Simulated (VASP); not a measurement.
# SrLiAlO₃: forms and broadenings of the independent-particle spectrum

SrLiAlO₃, Cm (no. 8), 6 atoms in the cell. PBE, independent-particle dielectric function; PAW potentials Sr_sv, Al, O, Li_sv (PBE set).

## Input

INCAR.step1:
```
EDIFF    = 1E-8           # SCF threshold, eV
ENCUT    = 580            # plane-wave cutoff, eV
ISMEAR   = 0              # smearing method
KPAR     = 4            
LASPH    = T              # aspherical terms in the spheres
LCHARG   = F              # write CHGCAR
LEPSILON = T              # dielectric tensor by DFPT
LWAVE    = F              # write WAVECAR
PREC     = Accurate       # precision mode
SIGMA    = 0.02           # smearing width, eV
```

INCAR.step2, as INCAR.step1 but for:
```
- LEPSILON = T
- LWAVE = F
+ LWAVE = T
+ NBANDS = 81
```

INCAR.step3, as INCAR.step2 but for:
```
- EDIFF = 1E-8
- LWAVE = T
+ ALGO = None
+ CSHIFT = 0.1
+ EDIFF = 1E-7
+ ISTART = 1
+ LOPTICS = T
+ LWAVE = F
+ NEDOS = 2000
+ NELM = 1
```

INCAR.step4, as INCAR.step3 but for:
```
+ LNABLA = T
```

INCAR.step5, as INCAR.step4 but for:
```
- LNABLA = T
+ IPEAD = 1
+ LPEAD = T
```

INCAR.step6, as INCAR.step5 but for:
```
- IPEAD = 1
+ IPEAD = 2
```

INCAR.step7 changes the same tag again: IPEAD = 4.

INCAR.step8, as INCAR.step7 but for:
```
- CSHIFT = 0.1
- IPEAD = 4
- LPEAD = T
+ CSHIFT = 0.2
```

INCAR.step9, as INCAR.step8 but for:
```
- CSHIFT = 0.2
+ CSHIFT = 0.01
```

INCAR.step10 changes the same tag again: CSHIFT = 0.3.

INCAR.step11, as INCAR.step10 but for:
```
- CSHIFT = 0.3
- ISMEAR = 0
+ CSHIFT = 0.1
+ ISMEAR = -5
```

INCAR.step12, as INCAR.step11 but for:
```
- ISMEAR = -5
- SIGMA = 0.02
+ ISMEAR = 0
+ SIGMA = 0.2
```

INCAR.step13, as INCAR.step12 but for:
```
- SIGMA = 0.2
+ OMEGAMAX = 12
+ SIGMA = 0.02
```

INCAR.step14, as INCAR.step13 but for:
```
- OMEGAMAX = 12
+ OMEGAMAX = 60
```

KPOINTS:
```
k-points
0
Gamma
  5 5 4
```

POSCAR:
```
SrLiAlO3
1.0
    2.6107727956     -2.6214180790      0.0000000000
    2.6107727956      2.6214180790      0.0000000000
   -1.9190051633      0.0000000000      4.8356592458
Sr Al O Li
1 1 3 1
Direct
    0.9169690000      0.9169690000      0.0811730000
    0.5531690000      0.5531690000      0.4281710000
    0.0831340000      0.5955390000      0.5064640000
    0.4054440000      0.4054440000      0.0571690000
    0.5955390000      0.0831340000      0.5064640000
    0.1790800000      0.1790800000      0.6705570000
```

Commands (each step's output is kept before the next begins):
```
cat potpaw_PBE.64/Sr_sv/POTCAR potpaw_PBE.64/Al/POTCAR potpaw_PBE.64/O/POTCAR potpaw_PBE.64/Li_sv/POTCAR > POTCAR
cp INCAR.step1 INCAR
mpirun -np 4 vasp_std > vasp.out
rm WAVECAR CHG
cp INCAR.step2 INCAR
mpirun -np 4 vasp_std > vasp.out
cp INCAR.step3 INCAR
mpirun -np 4 vasp_std > vasp.out
cp INCAR.step4 INCAR
mpirun -np 4 vasp_std > vasp.out
cp INCAR.step5 INCAR
mpirun -np 4 vasp_std > vasp.out
cp INCAR.step6 INCAR
mpirun -np 4 vasp_std > vasp.out
cp INCAR.step7 INCAR
mpirun -np 4 vasp_std > vasp.out
cp INCAR.step8 INCAR
mpirun -np 4 vasp_std > vasp.out
cp INCAR.step9 INCAR
mpirun -np 4 vasp_std > vasp.out
cp INCAR.step10 INCAR
mpirun -np 4 vasp_std > vasp.out
cp INCAR.step11 INCAR
mpirun -np 4 vasp_std > vasp.out
cp INCAR.step12 INCAR
mpirun -np 4 vasp_std > vasp.out
cp INCAR.step13 INCAR
mpirun -np 4 vasp_std > vasp.out
cp INCAR.step14 INCAR
mpirun -np 4 vasp_std > vasp.out
```

## Result

- Direct gap on the mesh (eV): 4.06
- Gap on the mesh (eV): 3.28
- Bands: 81

One ground state, settings moved in the last step alone:

| Settings | ε at zero frequency | Mean energy of the absorption, weighted by Im ε (eV) | Time (s) |
|---|---|---|---|
| longitudinal form, CSHIFT 0.1 | 3.70 | 11.27 | 7 |
| transversal form (LNABLA) | 3.59 | 11.25 | 7 |
| finite differences (LPEAD), order 1 | 3.51 | 11.51 | 11 |
| finite differences (LPEAD), order 2 | 3.67 | 11.33 | 12 |
| finite differences (LPEAD), order 4 | 3.69 | 11.28 | 20 |
| CSHIFT 0.2 | 3.70 | 11.28 | 8 |
| CSHIFT 0.01 | 3.70 | 11.26 | 6 |
| CSHIFT 0.3 | 3.70 | 11.30 | 8 |
| tetrahedron method | 3.67 | 11.31 | 8 |
| SIGMA 0.2 | 3.70 | 11.27 | 9 |
| OMEGAMAX 12, which cuts the spectrum short | 2.71 | – | 8 |
| OMEGAMAX 60 | 3.70 | 11.27 | 7 |

The mean energy covers the spectrum up to 20 eV.

On the same mesh, density-functional perturbation theory with local fields gives ε = 3.59.

Limits: The 5×5×4 mesh is coarse for a spectrum: peaks stand apart that a denser mesh merges.

VASP 6.6.1 took 565 s on 4 cores (Intel Xeon Platinum 8488C (Sapphire Rapids)), a shared host.
